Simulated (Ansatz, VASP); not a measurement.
TaRu: VASP beside Ansatz

```
CELL_PARAMETERS angstrom
3.00184 0.00000 0.00000
0.00000 3.00184 0.00000
0.00000 0.00000 3.36687
ATOMIC_POSITIONS crystal
Ta 0.50000 0.50000 0.50000
Ru 0.00000 0.00000 0.00000
```

Alike in both runs: functional LDA; k mesh 14 × 14 × 12; occupations gaussian, width 0.1 eV; no spin polarisation.

Ansatz relaxed the structure, and its values are those at the end. VASP's run is a single point on that final structure, the one shown.

```csv
,VASP,Ansatz
version,VASP 6.6.1,Ansatz 0.2.0
potentials or method,"VASP PAW LDA potentials, release 64 (Ta_pv, Ru_pv)","scalar-relativistic, plane waves, PAW"
plane-wave cutoff (eV),520,420
valence electrons in the cell,25,29
```

VASP gave:

```
gap on the k mesh at the Fermi level (eV) : none
pressure (GPa)                            : 1.1
```

What did Ansatz give for the same quantities?

gap on the k mesh at the Fermi level (eV): none; pressure (GPa): 0.0.

A gap of «none» marks a metal or a gap that the smearing closes. The two sets of potentials don't hold the same shells in valence.

Spin-orbit coupling is left out, which matters for the levels of Ta.
